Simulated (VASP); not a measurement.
GaSb:

```
Ga Sb
1.0
     0.00000    3.05740    3.05740
     3.05740    0.00000    3.05740
     3.05740    3.05740    0.00000
Ga Sb
1 1
Direct
  0.00000 0.00000 0.00000
  0.25000 0.25000 0.25000
```

Program: VASP 6.6.1. Alike in all runs: task band structure; potentials or basis VASP PAW PBE potentials, release 64 (Ga_d, Sb); no spin polarisation; cell as given; k mesh 6 × 6 × 6; cutoff (eV) 520; smearing gaussian 0.03 eV.

Order these runs on this cell by their band gap on the k mesh, lowest first.
A. level HSE06; screening parameter 0.2 1/A
B. level PBE
C. level PBE0; exchange at q = 0 truncated

B (0.05 eV), A (0.87 eV), C (1.44 eV).

Caveats: spin-orbit coupling is left out, which moves the levels of the heavy elements.

